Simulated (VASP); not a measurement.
Output of a VASP run:

File OUTCAR:
```
 ion  position               nearest neighbor table
   1  0.000  0.000  0.000-
  LATTYP: Found a face centered cubic cell.
 ALAT       =     3.8557494996
 Subroutine PRICEL returns:
 Original cell was already a primitive cell.
 Subroutine GETGRP returns: Found 48 space group operations
The static configuration has the point symmetry O_h .
The dynamic configuration has the point symmetry O_h .
 Subroutine INISYM returns: Found 48 space group operations
 Subroutine IBZKPT returns following result:
 Found    145 irreducible k-points:

 Following reciprocal coordinates:
            Coordinates               Weight
  0.000000  0.000000  0.000000      1.000000
  0.062500  0.000000  0.000000      8.000000
  0.125000  0.000000  0.000000      8.000000
  0.187500  0.000000  0.000000      8.000000
  0.250000  0.000000  0.000000      8.000000
  0.312500  0.000000  0.000000      8.000000
  0.375000  0.000000  0.000000      8.000000
  0.437500  0.000000  0.000000      8.000000
  0.500000  0.000000  0.000000      4.000000
  0.062500  0.062500  0.000000      6.000000
  0.125000  0.062500  0.000000     24.000000
  0.187500  0.062500  0.000000     24.000000
  0.250000  0.062500  0.000000     24.000000
  0.312500  0.062500  0.000000     24.000000
  0.375000  0.062500  0.000000     24.000000
  0.437500  0.062500  0.000000     24.000000
  0.500000  0.062500  0.000000     24.000000
 -0.437500  0.062500  0.000000     24.000000
 -0.375000  0.062500  0.000000     24.000000
 -0.312500  0.062500  0.000000     24.000000
 -0.250000  0.062500  0.000000     24.000000
 -0.187500  0.062500  0.000000     24.000000
 -0.125000  0.062500  0.000000     24.000000
 -0.062500  0.062500  0.000000     12.000000
  0.125000  0.125000  0.000000      6.000000
  0.187500  0.125000  0.000000     24.000000
  0.250000  0.125000  0.000000     24.000000
  0.312500  0.125000  0.000000     24.000000
  0.375000  0.125000  0.000000     24.000000
  0.437500  0.125000  0.000000     24.000000
  0.500000  0.125000  0.000000     24.000000
 -0.437500  0.125000  0.000000     24.000000
 -0.375000  0.125000  0.000000     24.000000
 -0.312500  0.125000  0.000000     24.000000
 -0.250000  0.125000  0.000000     24.000000
 -0.187500  0.125000  0.000000     24.000000
 -0.125000  0.125000  0.000000     12.000000
  0.187500  0.187500  0.000000      6.000000
  0.250000  0.187500  0.000000     24.000000
  0.312500  0.187500  0.000000     24.000000
   k-points           NKPTS =    145   k-points in BZ     NKDIM =    145   number of bands    NBANDS=      8
   number of dos      NEDOS =    301   number of ions     NIONS =      1
   total plane-waves  NPLWV =   8000
   dimension x,y,z NGX =    20 NGY =   20 NGZ =   20
   dimension x,y,z NGXF=    40 NGYF=   40 NGZF=   40
   ions per type =               1
   PREC   = accura    normal or accurate (medium, high low for compatibility)
   ISTART =      0    job   : 0-new  1-cont  2-samecut
   ICHARG =      2    charge: 1-file 2-atom 10-const
   ISPIN  =      1    spin polarized calculation?
   LNONCOLLINEAR =      F non collinear calculations
   LSORBIT =      F    spin-orbit coupling
   INIWAV =      1    electr: 0-lowe 1-rand  2-diag
   ENCUT  =  500.0 eV  36.75 Ry    6.06 a.u.   4.97  4.97  4.97*2*pi/ulx,y,z
   NELM   =    100;   NELMIN=  2; NELMDL= -5     # of ELM steps
   EDIFF  = 0.1E-05   stopping-criterion for ELM
   LREAL  =      F    real-space projection
   NLSPLINE    = F    spline interpolate recip. space projectors
   LMAXMIX     =    6 max onsite mixed and CHGCAR
   VOSKOWN=      0    Vosko Wilk Nusair interpolation
   EDIFFG = -.2E-01   stopping-criterion for IOM
   NSW    =     40    number of steps for IOM
   NBLOCK =      1;   KBLOCK =     40    inner block; outer block
   IBRION =      2    ionic relax: 0-MD 1-quasi-New 2-CG
   NFREE  =      1    steps in history (QN), initial steepest desc. (CG)
...
```

**OSZICAR**
```
       N       E                     dE             d eps       ncg     rms          rms(c)
DAV:   1     0.405892904615E+02    0.40589E+02   -0.43864E+03  2384   0.988E+02
DAV:   2    -0.879898435679E+01   -0.49388E+02   -0.47813E+02  2360   0.200E+02
DAV:   3    -0.939064218548E+01   -0.59166E+00   -0.59099E+00  3416   0.297E+01
DAV:   4    -0.939404283551E+01   -0.34007E-02   -0.33994E-02  2896   0.162E+00
DAV:   5    -0.939407149203E+01   -0.28657E-04   -0.28657E-04  3488   0.954E-02    0.148E+01
DAV:   6    -0.892846518470E+01    0.46561E+00   -0.98778E-01  2728   0.139E+01    0.608E+00
DAV:   7    -0.884399642375E+01    0.84469E-01   -0.30365E-01  2984   0.719E+00    0.157E+00
DAV:   8    -0.883842531462E+01    0.55711E-02   -0.22077E-03  2568   0.744E-01    0.478E-01
DAV:   9    -0.883773275965E+01    0.69255E-03   -0.67806E-04  3016   0.430E-01    0.127E-02
DAV:  10    -0.883773956128E+01   -0.68016E-05   -0.40786E-06  3176   0.205E-02    0.386E-03
DAV:  11    -0.883773970138E+01   -0.14009E-06   -0.11590E-07  1776   0.418E-03
   1 F= -.83905149E+01 E0= -.83904119E+01  d E =-.839051E+01
```

**OUTCAR**
```
------------------------ aborting loop because EDIFF is reached ----------------------------------------
  FORCE on cell =-STRESS in cart. coord.  units (eV):
  Direction    XX          YY          ZZ          XY          YZ          ZX
  --------------------------------------------------------------------------------------
  Total        0.4376206      0.4376206      0.4376206      0.0000000     -0.0000000      0.0000000
  in kB       48.9262453     48.9262453     48.9262453      0.0000000     -0.0000000      0.0000000
  external PRESSURE =      -1.0737547 kB  Pullay stress =      50.0000000 kB
  volume of cell :       14.33
      direct lattice vectors                 reciprocal lattice vectors
     0.000000000  1.927874750  1.927874750    -0.259352948  0.259352948  0.259352948
     1.927874750  0.000000000  1.927874750     0.259352948 -0.259352948  0.259352948
     1.927874750  1.927874750  0.000000000     0.259352948  0.259352948 -0.259352948
 POSITION                                       TOTAL-FORCE (eV/Angst)
 -----------------------------------------------------------------------------------
      0.00000      0.00000      0.00000         0.000000      0.000000     -0.000000
 -----------------------------------------------------------------------------------
    total drift:                                0.000000     -0.000000     -0.000000
  FREE ENERGIE OF THE ION-ELECTRON SYSTEM (eV)
  ---------------------------------------------------
  free  energy   TOTEN  =        -8.8377397014 eV

  energy  without entropy=       -8.8374306237  energy(sigma->0) =       -8.83763668
  enthalpy is  TOTEN    =        -8.3905149170 eV   P V=        0.4472247843

 reached required accuracy - stopping structural energy minimisation
```
(Selected blocks of OUTCAR.)

POSCAR:
```
Ir
1
    0.0000000000     1.9278747498     1.9278747498
    1.9278747498     0.0000000000     1.9278747498
    1.9278747498     1.9278747498     0.0000000000
Ir
1
Direct
  0.0000000000   0.0000000000   0.0000000000
```

Problem. Reconstruct the remaining input files.

Solution. Several could match; the one computed here: the input of the run itself, PBE GGA, plane waves, VASP's PBE PAW potentials (set 64).

**INCAR**
```
ALGO  =  Normal
EDIFF  =  1E-6
EDIFFG  =  -0.02
ENCUT  =  500
GGA  =  PE
IBRION  =  2
ISIF  =  3
ISMEAR  =  1
LASPH  =  .TRUE.
LCHARG  =  .FALSE.
LMAXMIX  =  6
LREAL  =  .FALSE.
LWAVE  =  .FALSE.
NELM  =  100
NSW  =  40
PREC  =  Accurate
PSTRESS  =  50
SIGMA  =  0.1
SYSTEM  =  Ir
```

### KPOINTS
```
K-points
0
G
 16 16 16
```

POTCAR, in this order: Ir (PBE.64 set). Program: vasp_std.

The compound is Ir in the fcc structure. It was relaxed first under an external pressure of 5 GPa.
